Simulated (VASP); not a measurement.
# NaLaMnMoO6 (Cm) in VASP: a series of runs, part 3 of 3

VASP 6.6.1.

### Step 6. Relaxation of cell and atoms, PBE+D2, collinear spin, ferromagnetic start

The input, INCAR:

```
SYSTEM = NaLaMnMoO6
PREC     = Accurate       ! precision mode
ENCUT    = 600            ! plane-wave cutoff, eV
EDIFF    = 1E-6           ! SCF threshold, eV
ISMEAR   = -1             ! smearing method
SIGMA    = 0.05           ! smearing width, eV
LREAL    = .FALSE.        ! projectors in reciprocal space
LASPH    = .TRUE.         ! aspherical terms in the spheres
NELM     = 100            ! most SCF steps
ALGO     = Fast           ! electronic algorithm
ISIF     = 3              ! what is computed and relaxed
LWAVE    = .FALSE.        ! write WAVECAR
LCHARG   = .FALSE.        ! write CHGCAR
ISPIN    = 2              ! spin polarisation
MAGMOM   = 0 0 4 1 0 0 0 0 0 0 ! initial moments
LORBIT   = 11             ! projections on sites
LMAXMIX  = 6              ! l up to which the mixer works
GGA      = PE             ! functional
IVDW     = 1              ! dispersion correction
IBRION   = 2              ! ionic algorithm
NSW      = 60             ! ionic steps
EDIFFG   = -0.01          ! ionic threshold
KPAR     = 4
```

The input, KPOINTS:

```
regular mesh
0
G
  6 6 6
  0 0 0
```

The input, POSCAR:

```
NaLaMnMoO6
1.0
    4.7224200000     -2.7368800000      0.0020400000
    4.7224200000      2.7368800000      0.0020400000
   -3.1779600000      0.0000000000      4.4700000000
Na La Mn Mo O
1 1 1 1 6
Direct
    0.2502100000      0.2502100000      0.7445900000
    0.7511700000      0.7511700000      0.2570700000
    0.4991800000      0.4991800000      0.4991700000
    0.0011000000      0.0011000000      0.0011400000
    0.2850300000      0.7810600000      0.2852000000
    0.7810600000      0.2850300000      0.2852000000
    0.2518700000      0.2518700000      0.1877500000
    0.7477700000      0.7477700000      0.8112400000
    0.2188300000      0.7140700000      0.7152500000
    0.7140700000      0.2188300000      0.7152500000
```

Potentials or basis: VASP PAW PBE potentials, release 64 (Na_pv, La, Mn_pv, Mo_sv, O).

On the command line:

```console
$ cat potpaw_PBE.64/Na_pv/POTCAR potpaw_PBE.64/La/POTCAR potpaw_PBE.64/Mn_pv/POTCAR potpaw_PBE.64/Mo_sv/POTCAR potpaw_PBE.64/O/POTCAR > POTCAR
$ mpirun -np 4 vasp_std > vasp.out
```

OUTCAR:

```text
SYSTEM = NaLaMnMoO6
   PREC = Accurate
   ENCUT = 600
   EDIFF = 1E-6
   ISMEAR = -1
   LREAL = .FALSE.
   LASPH = .TRUE.
   NELM = 100
   ISIF = 3
   ISPIN = 2
   LORBIT = 11
   GGA = PE
   IVDW = 1
   IBRION = 2
   NSW = 60
   EDIFFG = -0.01
  IVDW =   1

 ion  position               nearest neighbor table
   1  0.250  0.250  0.745-
   2  0.751  0.751  0.257-   8 2.43   9 2.54  10 2.54   6 2.55   5 2.55   7 2.76   7 2.76   4 3.33
                             3 3.33   3 3.34   3 3.34   4 3.35   4 3.35   4 3.37   3 3.39
   3  0.499  0.499  0.499-   7 1.94   6 1.94   5 1.94   9 1.94  10 1.94   8 1.95   2 3.33   2 3.34
                             2 3.34   2 3.39
   4  0.001  0.001  0.001-   7 1.96   6 1.97   5 1.97   9 1.97  10 1.97   8 1.98   2 3.33   2 3.35
                             2 3.35   2 3.37
   5  0.285  0.781  0.285-   3 1.94   4 1.97   2 2.55
   6  0.781  0.285  0.285-   3 1.94   4 1.97   2 2.55
   7  0.252  0.252  0.188-   3 1.94   4 1.96   2 2.76   2 2.76
   8  0.748  0.748  0.811-   3 1.95   4 1.98   2 2.43
   9  0.219  0.714  0.715-   3 1.94   4 1.97   2 2.54
  10  0.714  0.219  0.715-   3 1.94   4 1.97   2 2.54

  LATTYP: Found a base centered monoclinic cell.
 ALAT       =     9.4448408812
 B/A-ratio  =     0.5795502612
 C/A-ratio  =     0.5806930802
 COS(beta)  =    -0.5790860831

  Lattice vectors:

 A1 = (   4.7224200000,  -2.7368800000,   0.0020400000)
 A2 = (   4.7224200000,   2.7368800000,   0.0020400000)
 A3 = (  -3.1779600000,   0.0000000000,   4.4700000000)

Analysis of symmetry for initial positions (statically):
=====================================================================
 Subroutine PRICEL returns:
 Original cell was already a primitive cell.

 Routine SETGRP: Setting up the symmetry group for a
 base centered monoclinic supercell.

 Subroutine GETGRP returns: Found  2 space group operations
 (whereof  2 operations were pure point group operations)
 out of a pool of  4 trial point group operations.

[... 196 lines left out ...]

------------------------ aborting loop because EDIFF is reached ----------------------------------------

  DFT-D2 method for vdW energy calculation

  Number of pair interactions contributing to vdW energy:  249374
[... 135 lines left out ...]
  FREE ENERGIE OF THE ION-ELECTRON SYSTEM (eV)
  ---------------------------------------------------
  free  energy   TOTEN  =       -83.4115312353 eV

  energy  without entropy=      -83.3831468846  energy(sigma->0) =      -83.39733906

[... ionic steps 4 to 17 ...]

--------------------------------------- Ionic step       18  -------------------------------------------

 number of electron      80.9999994 magnetization       1.7302825

------------------------ aborting loop because EDIFF is reached ----------------------------------------
[... 95 lines left out ...]
--------------------------------------- Ionic step       20  -------------------------------------------

 number of electron      80.9999994 magnetization       1.7328715

 Free energy of the ion-electron system (eV)
  ---------------------------------------------------
  ext. energy  EPLUGINS =         0.00000000
  ---------------------------------------------------
  free energy    TOTEN  =       -78.62854868 eV

  energy without entropy =      -78.60145541  energy(sigma->0) =      -78.61500205

 E-fermi :   7.9870     XC(G=0): -11.4556

 val. band max:        7.9843337227   @ k =   0.1667   0.1667   0.1667
 cond. band min:       7.9877779643   @ k =  -0.1667   0.5000   0.1667
 fundamental gap:      0.0034442416
 Fermi energy:         7.9870391091

 spin component 1

 k-point     1 :       0.0000    0.0000    0.0000
  band No.  band energies     occupation
      1     -54.8596      1.00000
      2     -42.6198      1.00000
      3     -42.5838      1.00000
      4     -42.5707      1.00000
      5     -29.0473      1.00000
      6     -29.0179      1.00000
[... 1285 lines left out ...]
     50      10.5058      0.00000
     51      10.5294      0.00000

 [... further k-points ...]

 spin component 2

 k-point     1 :       0.0000    0.0000    0.0000
  band No.  band energies     occupation
      1     -55.2953      1.00000
      2     -40.1272      1.00000
      3     -40.1192      1.00000
      4     -40.0286      1.00000
      5     -29.5265      1.00000
      6     -29.5029      1.00000
[... 1330 lines left out ...]
  FREE ENERGIE OF THE ION-ELECTRON SYSTEM (eV)
  ---------------------------------------------------
  free  energy   TOTEN  =       -83.4165601330 eV

  energy  without entropy=      -83.3894668637  energy(sigma->0) =      -83.40301350

 reached required accuracy - stopping structural energy minimisation

 total charge

# of ion       s       p       d       f       tot
--------------------------------------------------
    1        0.042   5.984   0.000   0.000   6.026
    2        2.007   5.703   0.574   0.243   8.527
    3        0.312   6.398   5.010   0.000  11.720
    4        2.345   6.324   3.727   0.000  12.396
    5        1.561   3.483   0.000   0.000   5.044
    6        1.561   3.483   0.000   0.000   5.044
    7        1.561   3.475   0.000   0.000   5.036
    8        1.562   3.484   0.000   0.000   5.047
    9        1.561   3.483   0.000   0.000   5.043
   10        1.561   3.483   0.000   0.000   5.043
--------------------------------------------------
tot         14.072  45.300   9.311   0.243  68.926

 magnetization (x)

# of ion       s       p       d       f       tot
--------------------------------------------------
    1        0.000   0.000   0.000   0.000   0.001
    2        0.000   0.001  -0.005  -0.012  -0.015
    3        0.010   0.017   2.261   0.000   2.288
    4       -0.007  -0.009  -0.590   0.000  -0.606
    5        0.001   0.009   0.000   0.000   0.010
    6        0.001   0.009   0.000   0.000   0.010
    7        0.002   0.010   0.000   0.000   0.012
    8        0.002   0.010   0.000   0.000   0.011
    9        0.001   0.009   0.000   0.000   0.010
   10        0.001   0.009   0.000   0.000   0.010
--------------------------------------------------
tot          0.011   0.067   1.666  -0.012   1.732
```

Run time: 1.7 h. Hardware: 4 MPI ranks of Intel Xeon Platinum 8488C (Sapphire Rapids), shared host; peak memory 1.1 GiB.

What came out:

| Property | Result |
| --- | --- |
| Free energy | -83.4166 eV |
| Relaxed volume | 11.31 Å³/atom |
| Relaxed cell | a = 5.418 Å, b = 5.418 Å, c = 5.448 Å, α = 120.07°, β = 120.07°, γ = 60.11° |
| Space group after relaxing (to 0.05 Å) | Cm (No. 8) |
| Energy gained by relaxing | 3.3 meV/atom |
| Ionic steps | 20 |
| Pressure after relaxing | 0.0 GPa |
| Largest force after relaxing | 0.008 eV/Å |
| Band gap on the k mesh | none (metal or under the smearing width) |
| Net moment | 1.73 μB per cell |
| Site moments | Na +0.00; La -0.01; Mn +2.29; Mo -0.61; O +0.01 μB |
| Valence electrons inside the program's atomic spheres | Na 6.03; La 8.53; Mn 11.72; Mo 12.40; O 5.04, 5.05 |
| Dispersion energy per atom | -0.479 eV |

Forces on the atoms (eV/Å):
```
Na   0.000  0.000 -0.003
La   0.003  0.000 -0.001
Mn   0.002  0.000  0.000
Mo   0.000  0.000  0.001
O   -0.001  0.002  0.005
O   -0.001 -0.002  0.005
O    0.001  0.000 -0.008
O   -0.003  0.000  0.004
O   -0.001 -0.002 -0.001
O   -0.001  0.002 -0.001
```

Step by step:
| step | energy change (eV) | largest force (eV/Å) | pressure (GPa) | volume (Å³) |
| --- | --- | --- | --- | --- |
| 1 | 0.0000 | 0.1720 | -3.54 | 115.58 |
| 2 | -0.0043 | 0.4129 | 3.40 | 111.37 |
| 3 | -0.0281 | 0.1753 | -0.09 | 113.33 |
| 4 | -0.0320 | 0.0391 | 0.13 | 112.94 |
| 5 | -0.0321 | 0.0353 | 0.18 | 112.88 |
| 6 | -0.0323 | 0.0357 | -0.12 | 113.06 |
| 7 | -0.0324 | 0.0369 | -0.13 | 113.08 |
| 8 | -0.0326 | 0.0208 | -0.07 | 113.07 |
| 9 | -0.0327 | 0.0185 | -0.03 | 113.06 |
| 10 | -0.0327 | 0.0358 | 0.06 | 113.05 |
| 11 | -0.0327 | 0.0275 | 0.00 | 113.05 |
| 12 | -0.0329 | 0.0159 | 0.01 | 113.05 |
| 13 | -0.0329 | 0.0165 | 0.02 | 113.05 |
| 14 | -0.0329 | 0.0193 | 0.02 | 113.05 |
| 15 | -0.0330 | 0.0107 | -0.01 | 113.07 |
| 16 | -0.0330 | 0.0195 | -0.02 | 113.07 |
| 17 | -0.0330 | 0.0326 | -0.03 | 113.08 |
| 18 | -0.0331 | 0.0147 | 0.00 | 113.08 |
| 19 | -0.0331 | 0.0141 | -0.01 | 113.07 |
| 20 | -0.0331 | 0.0083 | -0.01 | 113.07 |

Final structure:
```
Na La Mn Mo O
1.0
     4.68956   -2.71366    0.00231
     4.68956    2.71366    0.00231
    -3.15560    0.00000    4.44082
Na La Mn Mo O
1 1 1 1 6
Direct
  0.24947 0.24947 0.74613
  0.75124 0.75124 0.25784
  0.49941 0.49941 0.49973
  0.00108 0.00108 0.00125
  0.28792 0.78126 0.28604
  0.78126 0.28792 0.28604
  0.25187 0.25187 0.18565
  0.74788 0.74788 0.81451
  0.21705 0.71311 0.71233
  0.71311 0.21705 0.71233
```

Caveat: atom-pairwise D2, TS and ULG terms overbind metals; a cell with one magnetic atom can't hold antiferromagnetic order, which such compounds often take; semilocal functionals often make such compounds metallic where correlation or magnetic order opens a gap, which also shifts bond lengths; pairwise dispersion overbinds metals, which lowers pressure and volume. With open d or f shells a metallic result of PBE can be an artefact of self-interaction; +U or a hybrid may open a gap.

### Step 7. For comparison

An earlier run on the cell as given: functional PBE; potentials or basis VASP PAW PBE potentials, release 64 (Na_pv, La, Mn_pv, Mo_sv, O); cutoff 520 eV; k mesh 6 × 6 × 6; occupations fermi-dirac, width 0.05 eV; collinear spin, ferromagnetic start; starting moments [0.0, 0.0, 4.0, 1.0, 0.0, 0.0, 0.0, 0.0, 0.0, 0.0] μB.

* Pressure: 0.6 GPa
* Largest force: 0.150 eV/Å
* Band gap on the k mesh: none (metal or under the smearing width)
* Net moment: 1.99 μB per cell
* Site moments: Na +0.00; La -0.02; Mn +2.50; Mo -0.57; O +0.01 μB
* Valence electrons inside the program's atomic spheres: Na 6.02; La 8.48; Mn 11.67; Mo 12.35; O 5.03, 5.04

### Step 8. Summary

```csv
task,level,potentials or basis,cell,cutoff (eV),gap on the mesh (eV),pressure (GPa),moment (μB),relaxed volume (Å³/atom),largest force (eV/Å)
relaxation of cell and atoms,SCAN,"VASP PAW PBE potentials, release 64 (Na_pv, La, Mn_pv, Mo_sv, O)",relaxed,600,none,0.0,1.04,11.21,0.01
relaxation of cell and atoms,PBE,"VASP PAW PBE potentials, release 64 (Na_pv, La, Mn_pv, Mo_sv, O)",relaxed,600,none,-0.1,2.26,11.65,0.01
relaxation of cell and atoms,LDA,"VASP PAW LDA potentials, release 64 (Na_pv, La, Mn_pv, Mo_sv, O)",relaxed,600,none,0.0,1.14,10.76,0.02
relaxation of cell and atoms,PBEsol,"VASP PAW PBE potentials, release 64 (Na_pv, La, Mn_pv, Mo_sv, O)",relaxed,600,none,0.0,1.52,11.10,0.01
relaxation of cell and atoms,PBE+D2,"VASP PAW PBE potentials, release 64 (Na_pv, La, Mn_pv, Mo_sv, O)",relaxed,600,none,0.0,1.73,11.31,0.01
single point,PBE,"VASP PAW PBE potentials, release 64 (Na_pv, La, Mn_pv, Mo_sv, O)",as given,520,none,0.6,1.99,-,0.15
```

Alike in all rows: spin collinear, ferromagnetic start; k mesh 6 × 6 × 6; smearing fermi-dirac 0.05 eV.

Caveats: a cell with one magnetic atom can't hold antiferromagnetic order, which such compounds often take; semilocal functionals often make such compounds metallic where correlation or magnetic order opens a gap, which also shifts bond lengths; the PAW data sets were made with another functional, which shifts forces and pressure a little (some runs); atom-pairwise D2, TS and ULG terms overbind metals (some runs); pairwise dispersion overbinds metals, which lowers pressure and volume (some runs).

Absolute energies hang on the potentials; compare differences alone.
